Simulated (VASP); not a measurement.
Crystal: In3SbO4.

```xyz
8
Lattice="3.8000 0.0000 0.0000 0.0000 3.8000 0.0000 0.0000 0.0000 9.4000" Properties=species:S:1:pos:R:3 pbc="T T T"
In    1.9000    1.9000    2.5380
In    1.9000    1.9000    6.8620
In    0.0000    0.0000    0.0000
Sb    0.0000    0.0000    4.7000
O     0.0000    1.9000    1.3630
O     1.9000    0.0000    1.3630
O     0.0000    1.9000    8.0370
O     1.9000    0.0000    8.0370
```

The cell was built by a generator and needn't be a form met in nature.

* Program: VASP 6.6.1
* Task: relaxation of cell and atoms
* Functional: PBE
* Potentials or basis: VASP PAW PBE potentials, release 64 (In_d, Sb, O)
* Cutoff: 520 eV
* k mesh: 4 × 4 × 2
* Occupations: gaussian, width 0.15 eV
* Spin: no spin polarisation

At the start: pressure -5.0 GPa; volume 16.97 Å³/atom.

**Question.** Where does the relaxation end?

**Answer.** Over 18 steps the energy falls by 84.4 meV/atom and the volume is 16.18 Å³/atom (-4.6 %); space group P4/mmm (No. 123, to 0.05 Å).

Step by step:
| step | energy change (eV) | largest force (eV/Å) | pressure (GPa) | volume (Å³) |
| --- | --- | --- | --- | --- |
| 1 | 0.0000 | 1.9035 | -5.03 | 135.74 |
| 2 | -0.3677 | 0.1093 | 4.89 | 125.51 |
| 3 | -0.3832 | 0.4191 | 3.19 | 127.02 |
| 4 | -0.5737 | 0.0912 | 1.45 | 129.77 |
| 5 | -0.6254 | 0.5492 | -0.86 | 133.23 |
| 6 | -0.6373 | 0.2693 | -0.14 | 132.23 |
| 7 | -0.6373 | 0.2547 | 0.03 | 132.13 |
| 8 | -0.6493 | 0.0698 | -0.83 | 132.21 |
| 9 | -0.6480 | 0.1858 | -1.40 | 132.26 |
| 10 | -0.6495 | 0.1250 | -0.96 | 132.23 |
| 11 | -0.6560 | 0.1895 | -0.73 | 130.91 |
| 12 | -0.6531 | 0.2840 | 0.34 | 128.59 |
| 13 | -0.6565 | 0.2405 | 0.19 | 129.51 |
| 14 | -0.6643 | 0.1741 | 0.62 | 128.86 |
| 15 | -0.6693 | 0.0807 | 0.97 | 128.02 |
| 16 | -0.6757 | 0.1028 | 0.05 | 129.40 |
| 17 | -0.6752 | 0.1042 | -0.46 | 129.51 |
| 18 | -0.6755 | 0.0468 | -0.43 | 129.43 |

Final structure:
```
CELL_PARAMETERS angstrom
3.89839 0.00000 0.00000
0.00000 3.89839 0.00000
0.00000 0.00000 8.51634
ATOMIC_POSITIONS crystal
In 0.50000 0.50000 0.26119
In 0.50000 0.50000 0.73881
In 0.00000 0.00000 0.00000
Sb 0.00000 0.00000 0.50000
O 0.00000 0.50000 0.15632
O 0.50000 0.00000 0.15632
O 0.00000 0.50000 0.84368
O 0.50000 0.00000 0.84368
```

Caveat: the k mesh is coarse (spacing up to 0.41 Å⁻¹), so the values aren't converged; the relaxation stopped at a loose force limit of 0.08 eV/Å, so its end isn't a converged minimum.
